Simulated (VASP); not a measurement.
Given:

```xyz
3
Lattice="0.0000 2.6800 2.6800 2.6800 0.0000 2.6800 2.6800 2.6800 0.0000" Properties=species:S:1:pos:R:3 pbc="T T T"
Co     0.0000     0.0000     0.0000
Si     1.3400     1.3400     1.3400
Si     4.0200     4.0200     4.0200
```

Computed with PBE GGA + U (Dudarev), VASP's PBE PAW potentials (set 64) (plane waves; VASP). Settings: 400 eV cut-off, 9×9×9 Γ-centred mesh, first-order Methfessel-Paxton smearing of 0.10 eV, potentials Co Si, U − J: Co 3.00 eV.

### Question
Give the stress tensor in GPa (positive for a compressed cell).

### Answer

```
-3.64   0.00   0.00
 0.00  -3.64   0.00
 0.00   0.00  -3.64
```
The pressure is its mean diagonal, -3.64 GPa.

The compound is CoSi2 in the fluorite structure. The cell was not relaxed at this level. The run is one of a series of settings (LDAU = .TRUE., LDAUJ = 0 0, LDAUL = 2 -1, LDAUTYPE = 2, LDAUU = 3.0 0 against the base run), some of them coarse on purpose. The run is not spin-polarised, so no magnetic state was tried. The electron count is odd and the run is not spin-polarised, which forces a metal.
